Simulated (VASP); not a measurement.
Computed with PBE GGA with D3 dispersion (zero damping), VASP's PBE PAW potentials (set 64) (plane waves; VASP 6.6.1).

The input files of a VASP run:

### KPOINTS
```
Automatic mesh
0
Gamma
13 13 13
0 0 0
```

File POSCAR:
```
MoSi2
1
   -1.6104886710     1.6104886710     3.9467874487
    1.6104886710    -1.6104886710     3.9467874487
    1.6104886710     1.6104886710    -3.9467874487
Si Mo
2 1
Direct
  0.6654619530   0.6654619530   1.0000000000
  0.3345380470   0.3345380470   0.0000000000
  0.0000000000   0.0000000000   1.0000000000
```

**INCAR**
```
ALGO=Normal
EDIFF=1E-7
EDIFFG=-0.01
ENCUT=520
GGA=PE
IBRION=2
ISIF=4
ISMEAR=1
IVDW=11
LASPH=T
LCHARG=F
LMAXMIX=4
LREAL=F
LWAVE=F
NELM=100
NSW=30
PREC=Accurate
SIGMA=0.1
SYSTEM=MoSi2
```

POTCAR, in this order: Si Mo_sv (PBE.64 set). Program: vasp_std.

Problem. What does the run give for the energy per atom (σ→0), dispersion energy, band gap (on the k-mesh)?

Solution. 
```json
{
 "energy per atom (σ→0)": "-8.105 eV/atom",
 "dispersion_energy": "-1.055 eV",
 "band gap (on the k-mesh)": "none (metal, semimetal or under 0.01 eV)"
}
```

**OSZICAR**
```
...
   3 F= -.24315608E+02 E0= -.24315561E+02  d E =-.443189E-03
       N       E                     dE             d eps       ncg     rms          rms(c)
DAV:   1    -0.232608595167E+02   -0.14605E-03   -0.30685E-03  6895   0.475E-01    0.399E-02
DAV:   2    -0.232608214633E+02    0.38053E-04   -0.11504E-04  7112   0.832E-02    0.207E-02
DAV:   3    -0.232608119062E+02    0.95571E-05   -0.26547E-05  7315   0.400E-02    0.740E-03
DAV:   4    -0.232608111398E+02    0.76637E-06   -0.36287E-06  7280   0.143E-02    0.296E-03
DAV:   5    -0.232608111335E+02    0.62587E-08   -0.20624E-07  5640   0.298E-03
   4 F= -.24315641E+02 E0= -.24315594E+02  d E =-.333814E-04
```

The compound is MoSi2 in the MoSi2 type structure. This cell is one point of a volume scan, at 1.03 of the reference volume. Symmetry was kept, so distortions that lower it aren't found.
